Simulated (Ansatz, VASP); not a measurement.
## AlFe: VASP beside Ansatz

One calculation is typed for both programs; each brings its own data sets and cutoff. How far apart do they land? The cell is taken from a series of VASP runs on this material, whose earlier steps may have relaxed, scaled or displaced it; both programs get it as it stands.

Program: Ansatz 0.2.0. Level of theory: plane waves, with VASP 6.6.1 beside it; relaxation of cell and atoms at PBEsol with D3(BJ) and relaxation of cell and atoms at r2SCAN. Results are calculated unless marked as measured.

**1. Set-up**

It takes space group Pm-3m (No. 221, cubic). The conventional cell has a = 2.815 Å, b = 2.815 Å, c = 2.815 Å, α = 90.00°, β = 90.00°, γ = 90.00°. Fe has 8 Al at 2.44 Å nearest. Nearest to Al lie 8 Fe at 2.44 Å. Farther neighbours are not listed.

**2. VASP: relaxation of cell and atoms, PBEsol with D3(BJ)**

The relaxed volume is the usual yardstick between codes: its relative difference is about their pressure difference at one cell divided by the bulk modulus.

Lines of VASP's logs that name or quote its potential files are left out, and so is its time.

INCAR reads:

```
SYSTEM = AlFe
PREC = Accurate
ENCUT = 450
EDIFF = 1E-06
NELM = 100
ISMEAR = 1
SIGMA = 0.15
LREAL = .FALSE.
ALGO = Normal
GGA = PS
IVDW = 12
NBANDS = 14
ISPIN = 2
MAGMOM = 3 0
LASPH = .TRUE.
LMAXMIX = 4
LORBIT = 11
LWAVE = .FALSE.
LCHARG = .FALSE.
KPAR = 4
IBRION = 2
NSW = 50
ISIF = 3
EDIFFG = -0.006
```

POSCAR reads:

```
AlFe
1.0
    2.8145144398      0.0000000000      0.0000000000
    0.0000000000      2.8145144398      0.0000000000
    0.0000000000      0.0000000000      2.8145144398
Fe Al
1 1
Direct
    0.5000000000      0.5000000000      0.5000000000
    0.0000000000      0.0000000000      0.0000000000
```

KPOINTS reads:

```
Automatic mesh
0
Gamma
16 16 16
0 0 0
```

PAW data sets: Fe and Al (PBE family, release 64).

The run is started by

```bash
> mpirun -np 4 vasp_std
```

Numbers of over 12 decimals in the logs are rounded to 6 here.

Output:

```text
[banner, memory and clock lines left out]
running    4 mpi-ranks, on    1 nodes
 distrk:  each k-point on    1 cores,    4 groups
 distr:  one band on    1 cores,    1 groups

 POSCAR found type information on POSCAR FeAl
 POSCAR found :  2 types and       2 ions
|                                                                             |
|               ----> ADVICE to this user running VASP <----                  |
|                                                                             |
|     You enforced a specific xc type in the INCAR file but a different       |
|     [... a line on the potential file left out ...]
|     I HOPE YOU KNOW WHAT YOU ARE DOING!                                     |
|                                                                             |

 LDA part: xc-table for (Slater+PW92), standard interpolation
 POSCAR, INCAR and KPOINTS ok, starting setup
 FFT: planning ... GRIDC
 FFT: planning ... GRID_SOFT
 FFT: planning ... GRID
 WAVECAR not read
 entering main loop
       N       E                     dE             d eps       ncg     rms          rms(c)
DAV:   1     0.279695874215E+02    0.27970E+02   -0.42646E+03  9518   0.729E+02
DAV:   2    -0.139874802102E+02   -0.41957E+02   -0.37605E+02  9888   0.145E+02
DAV:   3    -0.152598932925E+02   -0.12724E+01   -0.12561E+01 11784   0.284E+01
DAV:   4    -0.152773846133E+02   -0.17491E-01   -0.17485E-01 10960   0.300E+00
DAV:   5    -0.152779217420E+02   -0.53713E-03   -0.53711E-03 12152   0.579E-01    0.172E+01
DAV:   6    -0.169838681532E+02   -0.17059E+01   -0.47335E+01 10860   0.854E+01    0.166E+01
DAV:   7    -0.137836701062E+02    0.32002E+01   -0.26653E+01 11048   0.549E+01    0.289E+00
DAV:   8    -0.137357526674E+02    0.47917E-01   -0.18681E-01 11990   0.400E+00    0.156E+00
DAV:   9    -0.137188136077E+02    0.16939E-01   -0.31282E-02 12614   0.190E+00    0.785E-01
DAV:  10    -0.137162374036E+02    0.25762E-02   -0.15307E-03 12022   0.302E-01    0.262E-01
DAV:  11    -0.137159751076E+02    0.26230E-03   -0.19550E-04 12380   0.156E-01    0.128E-01
DAV:  12    -0.137159767407E+02   -0.16330E-05   -0.28174E-05 11224   0.509E-02    0.329E-02
DAV:  13    -0.137159673766E+02    0.93641E-05   -0.59131E-06 11082   0.258E-02    0.133E-02
DAV:  14    -0.137159657565E+02    0.16201E-05   -0.31807E-07  5754   0.683E-03    0.352E-03
DAV:  15    -0.137159656553E+02    0.10118E-06   -0.43799E-08  5322   0.215E-03
   1 F= -.14514175E+02 E0= -.14514515E+02  d E =-.145142E+02  mag=     0.6685
 curvature:   0.00 expect dE= 0.000E+00 dE for cont linesearch  0.000E+00
 trial: gam= 0.00000 g(F)=  0.000E+00 g(S)=  0.141E-02 ort = 0.000E+00 (trialstep = 0.100E+01)
 search vector abs. value=  0.141E-02
 bond charge predicted
       N       E                     dE             d eps       ncg     rms          rms(c)
DAV:   1    -0.137369493795E+02   -0.20984E-01   -0.17860E-01 10104   0.632E+00    0.105E+00
DAV:   2    -0.137456665313E+02   -0.87172E-02   -0.33987E-01 11072   0.703E+00    0.122E+00
DAV:   3    -0.137241648157E+02    0.21502E-01   -0.11385E-01 10962   0.418E+00    0.132E-01
DAV:   4    -0.137239555784E+02    0.20924E-03   -0.41262E-04 10284   0.132E-01    0.767E-02
DAV:   5    -0.137239191079E+02    0.36471E-04   -0.65620E-05 13412   0.645E-02    0.171E-02
DAV:   6    -0.137239195778E+02   -0.46994E-06   -0.49382E-06  7058   0.203E-02
   2 F= -.14514079E+02 E0= -.14514405E+02  d E =0.953212E-04  mag=     0.6716
 trial-energy change:    0.000095  1 .order    0.000108   -0.001410    0.001626
 step:   0.4706(harm=  0.4645)  dis= 0.00000  next Energy=   -14.514508 (dE=-0.333E-03)
 bond charge predicted
       N       E                     dE             d eps       ncg     rms          rms(c)
DAV:   1    -0.137237053360E+02    0.21377E-03   -0.49500E-02 10116   0.332E+00    0.557E-01
DAV:   2    -0.137259731152E+02   -0.22678E-02   -0.91168E-02 10998   0.368E+00    0.635E-01
DAV:   3    -0.137201560770E+02    0.58170E-02   -0.32345E-02 10968   0.220E+00    0.713E-02
DAV:   4    -0.137200943931E+02    0.61684E-04   -0.12569E-04 10212   0.769E-02    0.385E-02
DAV:   5    -0.137200860841E+02    0.83090E-05   -0.17395E-05 13276   0.338E-02    0.743E-03
DAV:   6    -0.137200862383E+02   -0.15418E-06   -0.44554E-07  5670   0.482E-03
   3 F= -.14514494E+02 E0= -.14514828E+02  d E =-.318876E-03  mag=     0.6700
 curvature:  -0.23 expect dE=-0.200E-06 dE for cont linesearch -0.200E-06
 trial: gam=-0.02408 g(F)=  0.814E-66 g(S)=  0.859E-06 ort = 0.348E-04 (trialstep = 0.894E+00)
 search vector abs. value=  0.624E-09
 reached required accuracy - stopping structural energy minimisation
```

OUTCAR, selected parts (step 2):

```text
ion  position               nearest neighbor table
   1  0.500  0.500  0.500-   2 2.44   2 2.44   2 2.44   2 2.44   2 2.44   2 2.44   2 2.44   2 2.44

  LATTYP: Found a simple cubic cell.
 ALAT       =     2.8145144398

 Subroutine GETGRP returns: Found 48 space group operations
 (whereof 48 operations were pure point group operations)

The static configuration has the point symmetry O_h .

 Found    165 irreducible k-points:

   k-points           NKPTS =    165   k-points in BZ     NKDIM =    165   number of bands    NBANDS=     14

   dimension x,y,z NGX =    20 NGY =   20 NGZ =   20
   dimension x,y,z NGXF=    40 NGYF=   40 NGZF=   40

   ENCUT  =  450.0 eV  33.07 Ry    5.75 a.u.   4.87  4.87  4.87*2*pi/ulx,y,z

   NELECT =      11.0000    total number of electrons

 k-points in reciprocal lattice and weights: Automatic mesh
   0.00000000  0.00000000  0.00000000       0.000
   0.06250000  0.00000000  0.00000000       0.001
   0.12500000  0.00000000  0.00000000       0.001
   0.18750000  0.00000000  0.00000000       0.001
   0.25000000  0.00000000  0.00000000       0.001
   0.31250000  0.00000000  0.00000000       0.001
   0.37500000  0.00000000  0.00000000       0.001
   0.43750000  0.00000000  0.00000000       0.001
   0.50000000  0.00000000  0.00000000       0.001
[...]
0.50000000  0.50000000  0.43750000       0.001
   0.50000000  0.50000000  0.50000000       0.000

 Edisp (eV)   -0.79016

 average (electrostatic) potential at core
       1 -39.9154       2 -70.2148

 E-fermi :   8.5020

 spin component 1
 k-point     1 :       0.0000    0.0000    0.0000
  band No.  band energies     occupation
    ...
      2       5.7761      1.00000
      3       5.7761      1.00000
      4       8.2089      1.00925
      5       8.2089      1.00925
      6       8.2089      1.00925
      7      15.2228      0.00000
      8      15.2228      0.00000
      9      15.2228      0.00000
     10      18.1494      0.00000
     11      18.1494      0.00000
    ...

 k-point     2 :       0.0625    0.0000    0.0000
  band No.  band energies     occupation
    ...
      2       5.7725      1.00000
      3       5.7997      1.00000
      4       8.1607      1.00298
      5       8.1607      1.00298
      6       8.2140      1.01026
      7      14.5162      0.00000
      8      15.3339      0.00000
      9      15.3339      0.00000
     10      18.1257      0.00000
     11      18.8134      0.00000
    ...

 k-point     3 :       0.1250    0.0000    0.0000
  band No.  band energies     occupation
    ...
      2       5.7451      1.00000
      3       5.8680      1.00000
      4       8.0289      1.00004
      5       8.0289      1.00004
      6       8.2284      1.01354
      7      13.2268      0.00000
      8      15.6551      0.00000
      9      15.6551      0.00000
     10      18.0557      0.00000
     11      19.9619      0.00000
    ...

 k-point     4 :       0.1875    0.0000    0.0000
  band No.  band energies     occupation
    ...
      2       5.6416      1.00000
      3       5.9729      1.00000
      4       7.8442      1.00000
      5       7.8442      1.00000
      6       8.2502      1.01950
      7      11.9508      0.00000
      8      16.1573      0.00000
      9      16.1573      0.00000
     10      17.9436      0.00000
     11      21.0134      0.00000
    ...

 k-point     5 :       0.2500    0.0000    0.0000
  band No.  band energies     occupation
    ...
      2       5.3745      1.00000
      3       6.1010      1.00000
      4       7.6425      1.00000
      5       7.6425      1.00000
      6       8.2760      1.02737
      7      10.8920     -0.00000
      8      16.8068      0.00000
      9      16.8068      0.00000
     10      17.7994      0.00000
     11      21.8861      0.00000
    ...

 k-point     6 :       0.3125    0.0000    0.0000
  band No.  band energies     occupation
    ...
      2       4.8596      1.00000
      3       6.2344      1.00000
      4       7.4551      1.00000
      5       7.4551      1.00000
      6       8.3020      1.03390
      7      10.1593     -0.00000
      8      17.5738      0.00000
      9      17.5738      0.00000
     10      17.6411      0.00000
     11      22.6441      0.00000
    ...

 Edisp (eV)   -0.79441

  Total       0.00345     0.00345     0.00345     0.00000     0.00000    -0.00000
  in kB       0.24649     0.24649     0.24649     0.00000     0.00000    -0.00000
  external pressure =        0.25 kB  Pullay stress =        0.00 kB

  energy-cutoff  :      450.00
  volume of cell :       22.40
      direct lattice vectors                 reciprocal lattice vectors
     2.818974825  0.000000000 -0.000000000     0.354738890  0.000000000 -0.000000000
    -0.000000000  2.818974825 -0.000000000    -0.000000000  0.354738890 -0.000000000
     0.000000000  0.000000000  2.818974825     0.000000000  0.000000000  0.354738890

 POSITION                                       TOTAL-FORCE (eV/Angst)
 -----------------------------------------------------------------------------------
      1.40949      1.40949      1.40949        -0.000000     -0.000000      0.000000
      0.00000      0.00000      0.00000         0.000000      0.000000      0.000000
 -----------------------------------------------------------------------------------
    total drift:                               -0.000000      0.000000     -0.000000

  FREE ENERGIE OF THE ION-ELECTRON SYSTEM (eV)
  ---------------------------------------------------
  free  energy   TOTEN  =       -14.5144936172 eV

  energy  without entropy=      -14.5154961067  energy(sigma->0) =      -14.51482778

 reached required accuracy - stopping structural energy minimisation

 total charge
# of ion       s       p       d       tot
------------------------------------------
    1        0.458   0.550   6.549   7.557
    2        0.408   0.464   0.000   0.871
--------------------------------------------------
tot          0.866   1.014   6.549   8.428

 magnetization (x)
# of ion       s       p       d       tot
------------------------------------------
    1       -0.000   0.009   0.689   0.698
    2       -0.007  -0.014   0.000  -0.021
--------------------------------------------------
tot         -0.007  -0.005   0.689   0.677

[... 6 further parts left out ...]
```

The cell holds one magnetic atom, so no antiferromagnetic order fits into it. Dispersion corrections of this kind ignore metallic screening and tend to overbind metals.

[end of part 1 of 2]

[Lines on the potential files, build, host, timing and source positions are cut from VASP's logs without a mark.]

[Logs are printed without paths, hosts, clocks, repeated set-up lines and the standing remarks that a program may print on its own settings, such as how far it seeks lower states.]

[Hosts, paths, dates, database ids (printed as entryN), source tags and the programs' standing remarks are cut or masked in the printed files.]
